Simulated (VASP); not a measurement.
The input files of a VASP run:

### INCAR
```
SYSTEM=HfC
PREC=Accurate; ENCUT=520; LREAL=F
LASPH=T
EDIFF=1E-6; NELM=100; ALGO=Normal
LMAXMIX=6
ISMEAR=0; SIGMA=0.05
GGA=PS
IBRION=2; NSW=60; ISIF=3
EDIFFG=-0.01
LWAVE=F; LCHARG=F
```

POSCAR:
```
HfC
1
    0.0000000000     2.4967085531     2.4967085531
    2.4967085531    -0.0000000000     2.4967085531
    2.4967085531     2.4967085531     0.0000000000
Hf C
1 1
Direct
  0.0000000000   0.0000000000   0.0000000000
  0.2500000000   0.2500000000   0.2500000000
```

### KPOINTS
```
Automatic mesh
0
gamma
  8 8 8
0 0 0
```

POTCAR, in this order: Hf_pv C (PBE.64 set). Program: vasp_std.

**Question.** Write an equivalent input for Ansatz.

**Answer.** One equivalent input (not run):
Ansatz 0.2 input:
```yaml
crystal:
  lattice:
    - [0.0000000, 2.4967086, 2.4967086]
    - [2.4967086, 0.0000000, 2.4967086]
    - [2.4967086, 2.4967086, 0.0000000]
  atoms:
    - { symbol: Hf, position: [0.0000000, 0.0000000, 0.0000000] }
    - { symbol: C, position: [0.2500000, 0.2500000, 0.2500000] }
kpoints:
  mp_grid: { grid: [8, 8, 8] }
hamiltonian:
  xc: pbesol
  pseudopotentials: { kind: paw }
scf:
  occupations: { method: gaussian, width: 0.05 }
  max_iter: 100
relax:
  max_steps: 60
  f_tol: 0.01
  cell: {}
output: { forces: true, stress: true, eigenvalues: true }
```
What does not carry over: each code has its own PAW files, so the cut-off isn't converted (ENCUT is set for VASP's; basis.ecutwfc is left out, and Ansatz then takes the one that its files recommend); Ansatz stops its SCF on the density residual and VASP on the energy change (EDIFF).

The structure was generated: HfC was put into the zinc blende type (F-43m), which need not be its known phase. It was relaxed first, which changed the volume by -36 %. The start is the result of an earlier pass.
